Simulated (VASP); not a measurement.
Output of a VASP run:

### OSZICAR
```
       N       E                     dE             d eps       ncg     rms          rms(c)
DAV:   1     0.724154050706E+03    0.72415E+03   -0.31519E+04  3904   0.191E+03
DAV:   2     0.444937948727E+02   -0.67966E+03   -0.65656E+03  4296   0.547E+02
DAV:   3    -0.269213081853E+02   -0.71415E+02   -0.70826E+02  4304   0.185E+02
DAV:   4    -0.288279889437E+02   -0.19067E+01   -0.19027E+01  4576   0.305E+01
DAV:   5    -0.288621608395E+02   -0.34172E-01   -0.34160E-01  4120   0.448E+00    0.206E+01
DAV:   6    -0.251536683253E+02    0.37085E+01   -0.25413E+01  4552   0.369E+01    0.150E+01
DAV:   7    -0.252731385934E+02   -0.11947E+00   -0.17745E+00  4032   0.103E+01    0.102E+01
DAV:   8    -0.251083385924E+02    0.16480E+00   -0.46810E-01  4032   0.619E+00    0.331E+00
DAV:   9    -0.252863735872E+02   -0.17803E+00   -0.10940E-01  4760   0.360E+00    0.906E-01
DAV:  10    -0.252903118204E+02   -0.39382E-02   -0.19454E-02  3968   0.901E-01    0.174E-01
DAV:  11    -0.252905631252E+02   -0.25130E-03   -0.68637E-04  4512   0.228E-01    0.654E-02
DAV:  12    -0.252907952712E+02   -0.23215E-03   -0.11380E-04  4080   0.841E-02    0.501E-02
DAV:  13    -0.252908351615E+02   -0.39890E-04   -0.35042E-05  4144   0.408E-02    0.116E-02
DAV:  14    -0.252908468415E+02   -0.11680E-04   -0.11768E-05  4208   0.263E-02    0.384E-03
DAV:  15    -0.252908480275E+02   -0.11860E-05   -0.56931E-07  3808   0.561E-03    0.189E-03
DAV:  16    -0.252908483992E+02   -0.37177E-06   -0.16323E-07  3200   0.272E-03    0.879E-04
DAV:  17    -0.252908483337E+02    0.65535E-07   -0.11509E-08  2216   0.847E-04
   1 F= -.25290848E+02 E0= -.25290848E+02  d E =0.000000E+00  mag=     0.0000
```

### OUTCAR
```
------------------------ aborting loop because EDIFF is reached ----------------------------------------
  FORCE on cell =-STRESS in cart. coord.  units (eV):
  Direction    XX          YY          ZZ          XY          YZ          ZX
  --------------------------------------------------------------------------------------
  Total        0.0290197      0.0290197     -0.0134297      0.0000000      0.0000000      0.0000000
  in kB        0.5945486      0.5945486     -0.2751436      0.0000000      0.0000000      0.0000000
  external PRESSURE =       0.3046512 kB  Pullay stress =       0.0000000 kB
  volume of cell :       78.20
      direct lattice vectors                 reciprocal lattice vectors
     4.864177112  0.000000000  0.000000000     0.205584619  0.000000000  0.000000000
     0.000000000  4.864177112  0.000000000     0.000000000  0.205584619  0.000000000
     0.000000000  0.000000000  3.305197741     0.000000000  0.000000000  0.302553759
 POSITION                                       TOTAL-FORCE (eV/Angst)
 -----------------------------------------------------------------------------------
      0.00000      0.00000      0.00000        -0.000000      0.000000      0.000000
      2.43209      2.43209      1.65260        -0.000000      0.000000      0.000000
      1.47460      1.47460      0.00000        -0.007640     -0.007640      0.000000
      3.90669      0.95748      1.65260        -0.007640      0.007640     -0.000000
      0.95748      3.90669      1.65260         0.007640     -0.007640      0.000000
      3.38957      3.38957      0.00000         0.007640      0.007640     -0.000000
 -----------------------------------------------------------------------------------
    total drift:                                0.000000      0.000000     -0.000000
  FREE ENERGIE OF THE ION-ELECTRON SYSTEM (eV)
  ---------------------------------------------------
  free  energy   TOTEN  =       -25.2908483337 eV

  energy  without entropy=      -25.2908483337  energy(sigma->0) =      -25.29084833

 total charge

# of ion       s       p       d       tot
------------------------------------------
    1        0.164   6.147   4.965  11.276
    2        0.164   6.147   4.965  11.276
    3        1.730   4.359   0.000   6.089
    4        1.730   4.359   0.000   6.089
    5        1.730   4.359   0.000   6.089
    6        1.730   4.359   0.000   6.089
--------------------------------------------------
tot          7.249  29.730   9.930  46.909

 magnetization (x)

# of ion       s       p       d       tot
------------------------------------------
    1        0.016   0.015   4.494   4.524
    2       -0.016  -0.015  -4.494  -4.524
    3       -0.002  -0.024   0.000  -0.026
    4        0.002   0.024   0.000   0.026
    5        0.002   0.024   0.000   0.026
    6       -0.002  -0.024   0.000  -0.026
--------------------------------------------------
tot          0.000   0.000   0.000   0.000

 Electric field gradients after diagonalization (V/A^2)
 (convention: |V_zz| > |V_xx| > |V_yy|)
----------------------------------------------------------------------
 ion       V_xx      V_yy      V_zz     asymmetry (V_yy - V_xx)/ V_zz
----------------------------------------------------------------------
   1     -15.588   -10.080    25.668       0.215
   2     -15.588   -10.080    25.668       0.215
   3      44.784    17.702   -62.486       0.433
   4      44.784    17.702   -62.486       0.433
   5      44.784    17.702   -62.486       0.433
   6      44.784    17.702   -62.486       0.433
```
(Selected blocks of OUTCAR.)

**POSCAR**
```
MnF2
1
    4.8641771116    -0.0000000000     0.0000000000
    0.0000000000     4.8641771116     0.0000000000
    0.0000000000     0.0000000000     3.3051977414
Mn F
2 4
Direct
  0.0000000000   0.0000000000   0.0000000000
  0.5000000000   0.5000000000   0.5000000000
  0.3031558199   0.3031558199   0.0000000000
  0.8031558199   0.1968441801   0.5000000000
  0.1968441801   0.8031558199   0.5000000000
  0.6968441801   0.6968441801   0.0000000000
```

### Question
Write an INCAR and KPOINTS that could have produced this output.

### Answer
This is not unique; one that fits is the input of the run itself, optB86b-vdW, plane waves, VASP's PBE PAW potentials (set 64).

### INCAR
```
! general
SYSTEM   = MnF2
PREC     = Accurate
ENCUT    = 520
LREAL    = .False.
LASPH    = .True.   ! aspherical one-centre terms

! electronic loop
EDIFF    = 1E-7
NELM     = 100   ! most electronic steps
ALGO     = Normal
LMAXMIX  = 4

! smearing
ISMEAR   = -5   ! tetrahedra, Bloechl

! functional
GGA      = MK
LUSE_VDW = .True.
AGGAC    = 0.0
PARAM1   = 0.1234
PARAM2   = 1.0

! spin
ISPIN    = 2   ! spin-polarised
MAGMOM   = 4.5 -4.5 -0.0 2*0.0 -0.0

! ions
ISIF     = 2   ! forces and stress, cell fixed

! output
LWAVE    = .False.
LCHARG   = .True.
LORBIT   = 11
NEDOS    = 601   ! DOS grid

! other
LEFG     = .True.
```

**KPOINTS**
```
Automatic mesh
0
Gamma
5 5 8
0 0 0
```

POTCAR, in this order: Mn_pv F (PBE.64 set). Program: vasp_std.

The compound is MnF2 in the rutile structure. It was relaxed first.
